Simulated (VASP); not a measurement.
Input for VASP

File POSCAR:
```
La2S3
1
    4.6554290000     0.0000000000     0.0000000000
   -2.3277140000     4.0317200000     0.0000000000
    0.0000000000     0.0000000000     7.2538630000
La S
2 3
Direct
  0.3333330000   0.6666670000   0.2467000000
  0.6666670000   0.3333330000   0.7533000000
  0.0000000000   0.0000000000   0.0000000000
  0.3333330000   0.6666670000   0.6470000000
  0.6666670000   0.3333330000   0.3530000000
```

### KPOINTS
```
Automatic mesh
0
Gamma
4 4 3
0 0 0
```

INCAR:
```
SYSTEM = La2S3
PREC = Accurate
ENCUT = 400
EDIFF = 1E-6
NELM = 3
ALGO = Normal
LREAL = .FALSE.
LASPH = .TRUE.
ISMEAR = 0
SIGMA = 0.05
GGA = PE
LMAXMIX = 6
LWAVE = .FALSE.
LCHARG = .FALSE.
ISIF = 2
```

POTCAR, in this order: La S (PBE.64 set). Program: vasp_std.

Output

### standard output
```
 POSCAR found type information on POSCAR LaS
 POSCAR found :  2 types and       5 ions
 Reading from existing POTCAR
 Reading from existing POTCAR
 LDA part: xc-table for (Slater+PW92), standard interpolation
 POSCAR, INCAR and KPOINTS ok, starting setup
 WAVECAR not read
 entering main loop
       N       E                     dE             d eps       ncg     rms          rms(c)
DAV:   1     0.399756427500E+03    0.39976E+03   -0.12867E+04   432   0.173E+03
DAV:   2     0.516164766743E+02   -0.34814E+03   -0.34404E+03   648   0.346E+02
DAV:   3    -0.245785172002E+02   -0.76195E+02   -0.75312E+02   720   0.172E+02

 -----------------------------------------------------------------------------
|                                                                             |
|           W    W    AA    RRRRR   N    N  II  N    N   GGGG   !!!           |
|           W    W   A  A   R    R  NN   N  II  NN   N  G    G  !!!           |
|           W    W  A    A  R    R  N N  N  II  N N  N  G       !!!           |
|           W WW W  AAAAAA  RRRRR   N  N N  II  N  N N  G  GGG   !            |
|           WW  WW  A    A  R   R   N   NN  II  N   NN  G    G                |
|           W    W  A    A  R    R  N    N  II  N    N   GGGG   !!!           |
|                                                                             |
|     The electronic self-consistency was not achieved in the given           |
|     number of steps (NELM). The forces and other quantities evaluated       |
|     might not be reliable so examine the results carefully. If you find     |
|     spurious results, we suggest increasing NELM, if you were close to      |
|     convergence or switching to a different ALGO or adjusting the           |
|     density mixing parameters otherwise.                                    |
|                                                                             |
 -----------------------------------------------------------------------------

   1 F= -.24578517E+02 E0= -.24578517E+02  d E =-.105323E-15
```

**OUTCAR**
```
------------------------ aborting loop EDIFF was not reached (unconverged)  ----------------------------
  FORCE on cell =-STRESS in cart. coord.  units (eV):
  Direction    XX          YY          ZZ          XY          YZ          ZX
  --------------------------------------------------------------------------------------
  Total       -8.4889609     -8.4889618    -10.2764194     -0.0000011      0.0000000      0.0000000
  in kB      -99.8954472    -99.8954581   -120.9297026     -0.0000124      0.0000000      0.0000000
  external PRESSURE =    -106.9068693 kB  Pullay stress =       0.0000000 kB
  volume of cell :      136.15
      direct lattice vectors                 reciprocal lattice vectors
     4.655429000  0.000000000  0.000000000     0.214802975  0.124016522  0.000000000
    -2.327714000  4.031720000  0.000000000     0.000000000  0.248033098  0.000000000
     0.000000000  0.000000000  7.253863000     0.000000000  0.000000000  0.137857580
 POSITION                                       TOTAL-FORCE (eV/Angst)
 -----------------------------------------------------------------------------------
     -0.00000      2.68781      1.78953         0.000000      0.000000     -0.265412
      2.32772      1.34391      5.46433        -0.000000      0.000000      0.265412
      0.00000      0.00000      0.00000         0.000000      0.000000      0.000000
     -0.00000      2.68781      4.69325         0.000000      0.000000     -0.256876
      2.32772      1.34391      2.56061        -0.000000     -0.000000      0.256876
 -----------------------------------------------------------------------------------
    total drift:                               -0.000000      0.000000      0.000000
  FREE ENERGIE OF THE ION-ELECTRON SYSTEM (eV)
  ---------------------------------------------------
  free  energy   TOTEN  =       -24.5785172002 eV

  energy  without entropy=      -24.5785172002  energy(sigma->0) =      -24.57851720
```
(Selected blocks of OUTCAR.)

Q: Read input and log: which fault does this run have?
A) MAGMOM holds more values than there are atoms
B) IBRION is misspelt, so VASP ignores the line and takes its default
C) Methfessel-Paxton smearing was used on a material with a gap
D) NELM is too small, so the electronic loop ends before EDIFF is met

A: D, NELM is too small, so the electronic loop ends before EDIFF is met. The run did not converge; its last values are not results. Against the sound run, the energy per atom (σ→0) rises by 1.663 eV/atom; the pressure drops by 10.39 GPa; the largest force falls by 0.054 eV/Å.

To mend it, set NELM = 100.

The mended run (PBE GGA, plane waves, VASP's PBE PAW potentials (set 64)) converges, and its OSZICAR ends with
```
   1 F= -.32896004E+02 E0= -.32896004E+02  d E =-.265816E-12
```

The structure was generated: La2S3 was put into the A-La2O3 type (P-3m1), which need not be its known phase. The cell was not relaxed at this level.
